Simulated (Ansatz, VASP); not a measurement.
# Cross-check of Ge (Germanium) between VASP and Ansatz

Aim: how closely do two programs agree when they are given the same cell, functional and k mesh? The cell is taken from a series of runs on this material, whose earlier steps may have relaxed, scaled, displaced or heated it; both programs get it as it stands.

Program: Ansatz 0.2.0. Level of theory: plane waves, with VASP 6.6.1 beside it; zone-centre phonons at LDA. Results are calculated unless marked as measured.

## 1. Starting point

The structure is cubic, space group Fd-3m (No. 227). The conventional cell has a = 5.427 Å, b = 5.427 Å, c = 5.427 Å, α = 90.00°, β = 90.00°, γ = 90.00°. Nearest to Ge lie 4 Ge at 2.35 Å.

## 2. VASP: zone-centre phonons, LDA

Second derivatives magnify differences that forces hide, and they need a tight electronic threshold.

Lines of VASP's logs that name or quote its potential files are left out, and so is its time.

The input, INCAR:

```
SYSTEM = Ge
PREC = Accurate
ENCUT = 500
EDIFF = 1E-08
NELM = 120
ISMEAR = 0
SIGMA = 0.015
LREAL = .FALSE.
ALGO = Normal
GGA = PW92
NBANDS = 20
LORBIT = 11
LWAVE = .FALSE.
LCHARG = .FALSE.
ISIF = 2
ISYM = 2
IBRION = 8
LASPH = .TRUE.
GGA_COMPAT = .FALSE.
EFERMI = MIDGAP
KPAR = 2
```

The input, POSCAR:

```
Ge
1.0
   -0.0001250923      2.7136796682      2.7136796682
    2.7136796682     -0.0001250923      2.7136796682
    2.7136796682      2.7136796682     -0.0001250923
Ge
2
Direct
    0.4999828045      0.4999828045      0.4999828045
    0.7500171955      0.7500171955      0.7500171955
```

The input, KPOINTS:

```
Points of the shifted mesh
1728
Reciprocal
 0.0416666667  0.0416666667  0.0416666667 1
 0.0416666667  0.0416666667  0.1250000000 1
 0.0416666667  0.0416666667  0.2083333333 1
 0.0416666667  0.0416666667  0.2916666667 1
 0.0416666667  0.0416666667  0.3750000000 1
 0.0416666667  0.0416666667  0.4583333333 1
 0.0416666667  0.0416666667  0.5416666667 1
 0.0416666667  0.0416666667  0.6250000000 1
 0.0416666667  0.0416666667  0.7083333333 1
 0.0416666667  0.0416666667  0.7916666667 1
 0.0416666667  0.0416666667  0.8750000000 1
 0.0416666667  0.0416666667  0.9583333333 1
 0.0416666667  0.1250000000  0.0416666667 1
 0.0416666667  0.1250000000  0.1250000000 1
 0.0416666667  0.1250000000  0.2083333333 1
 0.0416666667  0.1250000000  0.2916666667 1
 0.0416666667  0.1250000000  0.3750000000 1
 0.0416666667  0.1250000000  0.4583333333 1
 0.0416666667  0.1250000000  0.5416666667 1
 0.0416666667  0.1250000000  0.6250000000 1
 0.0416666667  0.1250000000  0.7083333333 1
 0.0416666667  0.1250000000  0.7916666667 1
 0.0416666667  0.1250000000  0.8750000000 1
 0.0416666667  0.1250000000  0.9583333333 1
 0.0416666667  0.2083333333  0.0416666667 1
 0.0416666667  0.2083333333  0.1250000000 1
 0.0416666667  0.2083333333  0.2083333333 1
 0.0416666667  0.2083333333  0.2916666667 1
 0.0416666667  0.2083333333  0.3750000000 1
 0.0416666667  0.2083333333  0.4583333333 1
 0.0416666667  0.2083333333  0.5416666667 1
 0.0416666667  0.2083333333  0.6250000000 1
 0.0416666667  0.2083333333  0.7083333333 1
 0.0416666667  0.2083333333  0.7916666667 1
 0.0416666667  0.2083333333  0.8750000000 1
 0.0416666667  0.2083333333  0.9583333333 1
 0.0416666667  0.2916666667  0.0416666667 1
 0.0416666667  0.2916666667  0.1250000000 1
 0.0416666667  0.2916666667  0.2083333333 1
 0.0416666667  0.2916666667  0.2916666667 1
 0.0416666667  0.2916666667  0.3750000000 1
 0.0416666667  0.2916666667  0.4583333333 1
 0.0416666667  0.2916666667  0.5416666667 1
 0.0416666667  0.2916666667  0.6250000000 1
 0.0416666667  0.2916666667  0.7083333333 1
 0.0416666667  0.2916666667  0.7916666667 1
 0.0416666667  0.2916666667  0.8750000000 1
 0.0416666667  0.2916666667  0.9583333333 1
 0.0416666667  0.3750000000  0.0416666667 1
 0.0416666667  0.3750000000  0.1250000000 1
 0.0416666667  0.3750000000  0.2083333333 1
 0.0416666667  0.3750000000  0.2916666667 1
 0.0416666667  0.3750000000  0.3750000000 1
 0.0416666667  0.3750000000  0.4583333333 1
 0.0416666667  0.3750000000  0.5416666667 1
 0.0416666667  0.3750000000  0.6250000000 1
 0.0416666667  0.3750000000  0.7083333333 1
 0.0416666667  0.3750000000  0.7916666667 1
 0.0416666667  0.3750000000  0.8750000000 1
 0.0416666667  0.3750000000  0.9583333333 1
 0.0416666667  0.4583333333  0.0416666667 1
 0.0416666667  0.4583333333  0.1250000000 1
 0.0416666667  0.4583333333  0.2083333333 1
 0.0416666667  0.4583333333  0.2916666667 1
 0.0416666667  0.4583333333  0.3750000000 1
 0.0416666667  0.4583333333  0.4583333333 1
 0.0416666667  0.4583333333  0.5416666667 1
 0.0416666667  0.4583333333  0.6250000000 1
 0.0416666667  0.4583333333  0.7083333333 1
 0.0416666667  0.4583333333  0.7916666667 1
 0.0416666667  0.4583333333  0.8750000000 1
 0.0416666667  0.4583333333  0.9583333333 1
 0.0416666667  0.5416666667  0.0416666667 1
 0.0416666667  0.5416666667  0.1250000000 1
 0.0416666667  0.5416666667  0.2083333333 1
 0.0416666667  0.5416666667  0.2916666667 1
 0.0416666667  0.5416666667  0.3750000000 1
 0.0416666667  0.5416666667  0.4583333333 1
 0.0416666667  0.5416666667  0.5416666667 1
 0.0416666667  0.5416666667  0.6250000000 1
 0.0416666667  0.5416666667  0.7083333333 1
 0.0416666667  0.5416666667  0.7916666667 1
 0.0416666667  0.5416666667  0.8750000000 1
 0.0416666667  0.5416666667  0.9583333333 1
 0.0416666667  0.6250000000  0.0416666667 1
 0.0416666667  0.6250000000  0.1250000000 1
 0.0416666667  0.6250000000  0.2083333333 1
 0.0416666667  0.6250000000  0.2916666667 1
 0.0416666667  0.6250000000  0.3750000000 1
 0.0416666667  0.6250000000  0.4583333333 1
 0.0416666667  0.6250000000  0.5416666667 1
 0.0416666667  0.6250000000  0.6250000000 1
 0.0416666667  0.6250000000  0.7083333333 1
 0.0416666667  0.6250000000  0.7916666667 1
 0.0416666667  0.6250000000  0.8750000000 1
 0.0416666667  0.6250000000  0.9583333333 1
 0.0416666667  0.7083333333  0.0416666667 1
 0.0416666667  0.7083333333  0.1250000000 1
 0.0416666667  0.7083333333  0.2083333333 1
 0.0416666667  0.7083333333  0.2916666667 1
 0.0416666667  0.7083333333  0.3750000000 1
 0.0416666667  0.7083333333  0.4583333333 1
 0.0416666667  0.7083333333  0.5416666667 1
 0.0416666667  0.7083333333  0.6250000000 1
 0.0416666667  0.7083333333  0.7083333333 1
 0.0416666667  0.7083333333  0.7916666667 1
 0.0416666667  0.7083333333  0.8750000000 1
 0.0416666667  0.7083333333  0.9583333333 1
 0.0416666667  0.7916666667  0.0416666667 1
 0.0416666667  0.7916666667  0.1250000000 1
 0.0416666667  0.7916666667  0.2083333333 1
 0.0416666667  0.7916666667  0.2916666667 1
[... 1390 lines left out ...]
 0.8750000000  0.4583333333  0.1250000000 1
 0.8750000000  0.4583333333  0.2083333333 1
 0.8750000000  0.4583333333  0.2916666667 1
 0.8750000000  0.4583333333  0.3750000000 1
 0.8750000000  0.4583333333  0.4583333333 1
 0.8750000000  0.4583333333  0.5416666667 1
 0.8750000000  0.4583333333  0.6250000000 1
 0.8750000000  0.4583333333  0.7083333333 1
 0.8750000000  0.4583333333  0.7916666667 1
 0.8750000000  0.4583333333  0.8750000000 1
 0.8750000000  0.4583333333  0.9583333333 1
 0.8750000000  0.5416666667  0.0416666667 1
 0.8750000000  0.5416666667  0.1250000000 1
 0.8750000000  0.5416666667  0.2083333333 1
 0.8750000000  0.5416666667  0.2916666667 1
 0.8750000000  0.5416666667  0.3750000000 1
 0.8750000000  0.5416666667  0.4583333333 1
 0.8750000000  0.5416666667  0.5416666667 1
 0.8750000000  0.5416666667  0.6250000000 1
 0.8750000000  0.5416666667  0.7083333333 1
 0.8750000000  0.5416666667  0.7916666667 1
 0.8750000000  0.5416666667  0.8750000000 1
 0.8750000000  0.5416666667  0.9583333333 1
 0.8750000000  0.6250000000  0.0416666667 1
 0.8750000000  0.6250000000  0.1250000000 1
 0.8750000000  0.6250000000  0.2083333333 1
 0.8750000000  0.6250000000  0.2916666667 1
 0.8750000000  0.6250000000  0.3750000000 1
 0.8750000000  0.6250000000  0.4583333333 1
 0.8750000000  0.6250000000  0.5416666667 1
 0.8750000000  0.6250000000  0.6250000000 1
 0.8750000000  0.6250000000  0.7083333333 1
 0.8750000000  0.6250000000  0.7916666667 1
 0.8750000000  0.6250000000  0.8750000000 1
 0.8750000000  0.6250000000  0.9583333333 1
 0.8750000000  0.7083333333  0.0416666667 1
 0.8750000000  0.7083333333  0.1250000000 1
 0.8750000000  0.7083333333  0.2083333333 1
 0.8750000000  0.7083333333  0.2916666667 1
 0.8750000000  0.7083333333  0.3750000000 1
 0.8750000000  0.7083333333  0.4583333333 1
 0.8750000000  0.7083333333  0.5416666667 1
 0.8750000000  0.7083333333  0.6250000000 1
 0.8750000000  0.7083333333  0.7083333333 1
 0.8750000000  0.7083333333  0.7916666667 1
 0.8750000000  0.7083333333  0.8750000000 1
 0.8750000000  0.7083333333  0.9583333333 1
 0.8750000000  0.7916666667  0.0416666667 1
 0.8750000000  0.7916666667  0.1250000000 1
 0.8750000000  0.7916666667  0.2083333333 1
 0.8750000000  0.7916666667  0.2916666667 1
 0.8750000000  0.7916666667  0.3750000000 1
 0.8750000000  0.7916666667  0.4583333333 1
 0.8750000000  0.7916666667  0.5416666667 1
 0.8750000000  0.7916666667  0.6250000000 1
 0.8750000000  0.7916666667  0.7083333333 1
 0.8750000000  0.7916666667  0.7916666667 1
 0.8750000000  0.7916666667  0.8750000000 1
 0.8750000000  0.7916666667  0.9583333333 1
 0.8750000000  0.8750000000  0.0416666667 1
 0.8750000000  0.8750000000  0.1250000000 1
 0.8750000000  0.8750000000  0.2083333333 1
 0.8750000000  0.8750000000  0.2916666667 1
 0.8750000000  0.8750000000  0.3750000000 1
 0.8750000000  0.8750000000  0.4583333333 1
 0.8750000000  0.8750000000  0.5416666667 1
 0.8750000000  0.8750000000  0.6250000000 1
 0.8750000000  0.8750000000  0.7083333333 1
 0.8750000000  0.8750000000  0.7916666667 1
 0.8750000000  0.8750000000  0.8750000000 1
 0.8750000000  0.8750000000  0.9583333333 1
 0.8750000000  0.9583333333  0.0416666667 1
 0.8750000000  0.9583333333  0.1250000000 1
 0.8750000000  0.9583333333  0.2083333333 1
 0.8750000000  0.9583333333  0.2916666667 1
 0.8750000000  0.9583333333  0.3750000000 1
 0.8750000000  0.9583333333  0.4583333333 1
 0.8750000000  0.9583333333  0.5416666667 1
 0.8750000000  0.9583333333  0.6250000000 1
 0.8750000000  0.9583333333  0.7083333333 1
 0.8750000000  0.9583333333  0.7916666667 1
 0.8750000000  0.9583333333  0.8750000000 1
 0.8750000000  0.9583333333  0.9583333333 1
 0.9583333333  0.0416666667  0.0416666667 1
 0.9583333333  0.0416666667  0.1250000000 1
 0.9583333333  0.0416666667  0.2083333333 1
 0.9583333333  0.0416666667  0.2916666667 1
 0.9583333333  0.0416666667  0.3750000000 1
 0.9583333333  0.0416666667  0.4583333333 1
 0.9583333333  0.0416666667  0.5416666667 1
 0.9583333333  0.0416666667  0.6250000000 1
 0.9583333333  0.0416666667  0.7083333333 1
 0.9583333333  0.0416666667  0.7916666667 1
 0.9583333333  0.0416666667  0.8750000000 1
 0.9583333333  0.0416666667  0.9583333333 1
 0.9583333333  0.1250000000  0.0416666667 1
 0.9583333333  0.1250000000  0.1250000000 1
 0.9583333333  0.1250000000  0.2083333333 1
 0.9583333333  0.1250000000  0.2916666667 1
 0.9583333333  0.1250000000  0.3750000000 1
 0.9583333333  0.1250000000  0.4583333333 1
 0.9583333333  0.1250000000  0.5416666667 1
 0.9583333333  0.1250000000  0.6250000000 1
 0.9583333333  0.1250000000  0.7083333333 1
 0.9583333333  0.1250000000  0.7916666667 1
 0.9583333333  0.1250000000  0.8750000000 1
 0.9583333333  0.1250000000  0.9583333333 1
 0.9583333333  0.2083333333  0.0416666667 1
 0.9583333333  0.2083333333  0.1250000000 1
 0.9583333333  0.2083333333  0.2083333333 1
 0.9583333333  0.2083333333  0.2916666667 1
 0.9583333333  0.2083333333  0.3750000000 1
 0.9583333333  0.2083333333  0.4583333333 1
 0.9583333333  0.2083333333  0.5416666667 1
 0.9583333333  0.2083333333  0.6250000000 1
 0.9583333333  0.2083333333  0.7083333333 1
 0.9583333333  0.2083333333  0.7916666667 1
 0.9583333333  0.2083333333  0.8750000000 1
 0.9583333333  0.2083333333  0.9583333333 1
 0.9583333333  0.2916666667  0.0416666667 1
 0.9583333333  0.2916666667  0.1250000000 1
 0.9583333333  0.2916666667  0.2083333333 1
 0.9583333333  0.2916666667  0.2916666667 1
 0.9583333333  0.2916666667  0.3750000000 1
 0.9583333333  0.2916666667  0.4583333333 1
 0.9583333333  0.2916666667  0.5416666667 1
 0.9583333333  0.2916666667  0.6250000000 1
 0.9583333333  0.2916666667  0.7083333333 1
 0.9583333333  0.2916666667  0.7916666667 1
 0.9583333333  0.2916666667  0.8750000000 1
 0.9583333333  0.2916666667  0.9583333333 1
 0.9583333333  0.3750000000  0.0416666667 1
 0.9583333333  0.3750000000  0.1250000000 1
 0.9583333333  0.3750000000  0.2083333333 1
 0.9583333333  0.3750000000  0.2916666667 1
 0.9583333333  0.3750000000  0.3750000000 1
 0.9583333333  0.3750000000  0.4583333333 1
 0.9583333333  0.3750000000  0.5416666667 1
 0.9583333333  0.3750000000  0.6250000000 1
 0.9583333333  0.3750000000  0.7083333333 1
 0.9583333333  0.3750000000  0.7916666667 1
 0.9583333333  0.3750000000  0.8750000000 1
 0.9583333333  0.3750000000  0.9583333333 1
 0.9583333333  0.4583333333  0.0416666667 1
 0.9583333333  0.4583333333  0.1250000000 1
 0.9583333333  0.4583333333  0.2083333333 1
 0.9583333333  0.4583333333  0.2916666667 1
 0.9583333333  0.4583333333  0.3750000000 1
 0.9583333333  0.4583333333  0.4583333333 1
 0.9583333333  0.4583333333  0.5416666667 1
 0.9583333333  0.4583333333  0.6250000000 1
 0.9583333333  0.4583333333  0.7083333333 1
 0.9583333333  0.4583333333  0.7916666667 1
 0.9583333333  0.4583333333  0.8750000000 1
 0.9583333333  0.4583333333  0.9583333333 1
 0.9583333333  0.5416666667  0.0416666667 1
 0.9583333333  0.5416666667  0.1250000000 1
 0.9583333333  0.5416666667  0.2083333333 1
 0.9583333333  0.5416666667  0.2916666667 1
 0.9583333333  0.5416666667  0.3750000000 1
 0.9583333333  0.5416666667  0.4583333333 1
 0.9583333333  0.5416666667  0.5416666667 1
 0.9583333333  0.5416666667  0.6250000000 1
 0.9583333333  0.5416666667  0.7083333333 1
 0.9583333333  0.5416666667  0.7916666667 1
 0.9583333333  0.5416666667  0.8750000000 1
 0.9583333333  0.5416666667  0.9583333333 1
 0.9583333333  0.6250000000  0.0416666667 1
 0.9583333333  0.6250000000  0.1250000000 1
 0.9583333333  0.6250000000  0.2083333333 1
 0.9583333333  0.6250000000  0.2916666667 1
 0.9583333333  0.6250000000  0.3750000000 1
 0.9583333333  0.6250000000  0.4583333333 1
 0.9583333333  0.6250000000  0.5416666667 1
 0.9583333333  0.6250000000  0.6250000000 1
 0.9583333333  0.6250000000  0.7083333333 1
 0.9583333333  0.6250000000  0.7916666667 1
 0.9583333333  0.6250000000  0.8750000000 1
 0.9583333333  0.6250000000  0.9583333333 1
 0.9583333333  0.7083333333  0.0416666667 1
 0.9583333333  0.7083333333  0.1250000000 1
 0.9583333333  0.7083333333  0.2083333333 1
 0.9583333333  0.7083333333  0.2916666667 1
 0.9583333333  0.7083333333  0.3750000000 1
 0.9583333333  0.7083333333  0.4583333333 1
 0.9583333333  0.7083333333  0.5416666667 1
 0.9583333333  0.7083333333  0.6250000000 1
 0.9583333333  0.7083333333  0.7083333333 1
 0.9583333333  0.7083333333  0.7916666667 1
 0.9583333333  0.7083333333  0.8750000000 1
 0.9583333333  0.7083333333  0.9583333333 1
 0.9583333333  0.7916666667  0.0416666667 1
 0.9583333333  0.7916666667  0.1250000000 1
 0.9583333333  0.7916666667  0.2083333333 1
 0.9583333333  0.7916666667  0.2916666667 1
 0.9583333333  0.7916666667  0.3750000000 1
 0.9583333333  0.7916666667  0.4583333333 1
 0.9583333333  0.7916666667  0.5416666667 1
 0.9583333333  0.7916666667  0.6250000000 1
 0.9583333333  0.7916666667  0.7083333333 1
 0.9583333333  0.7916666667  0.7916666667 1
 0.9583333333  0.7916666667  0.8750000000 1
 0.9583333333  0.7916666667  0.9583333333 1
 0.9583333333  0.8750000000  0.0416666667 1
 0.9583333333  0.8750000000  0.1250000000 1
 0.9583333333  0.8750000000  0.2083333333 1
 0.9583333333  0.8750000000  0.2916666667 1
 0.9583333333  0.8750000000  0.3750000000 1
 0.9583333333  0.8750000000  0.4583333333 1
 0.9583333333  0.8750000000  0.5416666667 1
 0.9583333333  0.8750000000  0.6250000000 1
 0.9583333333  0.8750000000  0.7083333333 1
 0.9583333333  0.8750000000  0.7916666667 1
 0.9583333333  0.8750000000  0.8750000000 1
 0.9583333333  0.8750000000  0.9583333333 1
 0.9583333333  0.9583333333  0.0416666667 1
 0.9583333333  0.9583333333  0.1250000000 1
 0.9583333333  0.9583333333  0.2083333333 1
 0.9583333333  0.9583333333  0.2916666667 1
 0.9583333333  0.9583333333  0.3750000000 1
 0.9583333333  0.9583333333  0.4583333333 1
 0.9583333333  0.9583333333  0.5416666667 1
 0.9583333333  0.9583333333  0.6250000000 1
 0.9583333333  0.9583333333  0.7083333333 1
 0.9583333333  0.9583333333  0.7916666667 1
 0.9583333333  0.9583333333  0.8750000000 1
 0.9583333333  0.9583333333  0.9583333333 1
```

PAW data sets: Ge_d (LDA family, release 64).

The run is started by

```bash
$ mpirun -np 2 vasp_std
```

Numbers of over 12 decimals in the logs are rounded to 6 here.

Log:

```text
[banner, memory and clock lines left out]
running    2 mpi-ranks, on    1 nodes
 distrk:  each k-point on    1 cores,    2 groups
 distr:  one band on    1 cores,    1 groups

 POSCAR found type information on POSCAR Ge
 POSCAR found :  1 types and       2 ions
|                                                                             |
|               ----> ADVICE to this user running VASP <----                  |
|                                                                             |
|     You enforced a specific xc type in the INCAR file but a different       |
|     [... a line on the potential file left out ...]
|     I HOPE YOU KNOW WHAT YOU ARE DOING!                                     |
|                                                                             |

 LDA part: xc-table for (Slater(with rela. corr.)+PW92), standard interpolation
 POSCAR, INCAR and KPOINTS ok, starting setup
 FFT: planning ... GRIDC
 FFT: planning ... GRID_SOFT
 FFT: planning ... GRID
 WAVECAR not read
 entering main loop
       N       E                     dE             d eps       ncg     rms          rms(c)
DAV:   1     0.180361412036E+03    0.18036E+03   -0.14599E+04 74988   0.384E+03
DAV:   2     0.137928313326E+02   -0.16657E+03   -0.16189E+03 69288   0.580E+02
DAV:   3    -0.978159383228E+01   -0.23574E+02   -0.23403E+02 77608   0.141E+02
DAV:   4    -0.104845649602E+02   -0.70297E+00   -0.70241E+00 78136   0.287E+01
DAV:   5    -0.104953838210E+02   -0.10819E-01   -0.10819E-01 77280   0.381E+00    0.389E+00
DAV:   6    -0.103353651266E+02    0.16002E+00   -0.52803E-02 76828   0.156E+00    0.222E+00
DAV:   7    -0.102579897331E+02    0.77375E-01   -0.10020E-01 77268   0.220E+00    0.153E-01
DAV:   8    -0.102587898248E+02   -0.80009E-03   -0.67167E-03 77312   0.762E-01    0.364E-02
DAV:   9    -0.102588034776E+02   -0.13653E-04   -0.10732E-04 78548   0.824E-02    0.157E-02
DAV:  10    -0.102588003549E+02    0.31227E-05   -0.61939E-06 81860   0.351E-02    0.382E-03
DAV:  11    -0.102588000749E+02    0.28003E-06   -0.12334E-06 77256   0.651E-03    0.133E-03
DAV:  12    -0.102588000460E+02    0.28861E-07   -0.11038E-07 93184   0.615E-03    0.334E-04
DAV:  13    -0.102588000462E+02   -0.15007E-09   -0.38029E-09 48068   0.908E-04
   1 F= -.10258800E+02 E0= -.10258800E+02  d E =-.248784-101
 Linear response reoptimize wavefunctions to high precision
DAV:   1    -0.102588000461E+02    0.10277E-09   -0.95590E-10 47664   0.317E-04
DAV:   2    -0.102588000461E+02   -0.10914E-10   -0.17355E-10 40204   0.174E-04
 Linear response DOF=           1
 Linear response progress:
  Degree of freedom:   1/  1
       N       E                     dE             d eps       ncg     rms          rms(c)
RMM:   1    -0.187405341071E+00   -0.18741E+00    0.91738E+00 81945   0.464E+01
RMM:   2    -0.195179854298E+00   -0.77745E-02   -0.15726E-02111157   0.128E+00    0.874E-02
RMM:   3    -0.195354224677E+00   -0.17437E-03   -0.12689E-03120750   0.354E-01    0.503E-02
RMM:   4    -0.195372651835E+00   -0.18427E-04   -0.77066E-05126593   0.858E-02    0.517E-03
RMM:   5    -0.195380224499E+00   -0.75727E-05   -0.50350E-06122475   0.186E-02    0.286E-03
RMM:   6    -0.195390340080E+00   -0.10116E-04   -0.19705E-07124376   0.501E-03    0.342E-04
RMM:   7    -0.195389663885E+00    0.67620E-06   -0.31034E-08126724   0.146E-03    0.176E-04
RMM:   8    -0.195388764438E+00    0.89945E-06   -0.37796E-09126989   0.526E-04    0.299E-05
RMM:   9    -0.195388632308E+00    0.13213E-06    0.24489E-08129274   0.220E-04    0.144E-05
RMM:  10    -0.195388679926E+00   -0.47618E-07   -0.25888E-09130467   0.104E-04    0.389E-06
RMM:  11    -0.195388692824E+00   -0.12898E-07   -0.12837E-08133700   0.605E-05    0.171E-06
RMM:  12    -0.195388706966E+00   -0.14141E-07   -0.64243E-09129647   0.429E-05    0.617E-07
RMM:  13    -0.195388710727E+00   -0.37609E-08   -0.86172E-10103758   0.348E-05    0.155E-07
 first order change of Fermi-energy   0.17911E+01
 force on displaced ion       1 direction 1 : -14.458   0.003   0.003
 Linear response finished
```

(Continued in part 2 of 2.)

[Lines on the potential files, build, host, timing and source positions are cut from VASP's logs without a mark.]

[Logs are printed without paths, hosts, clocks, repeated set-up lines and the standing remarks that a program may print on its own settings, such as how far it seeks lower states.]

[Hosts, paths, dates, database ids (printed as entryN), source tags and the programs' standing remarks are cut or masked in the printed files.]
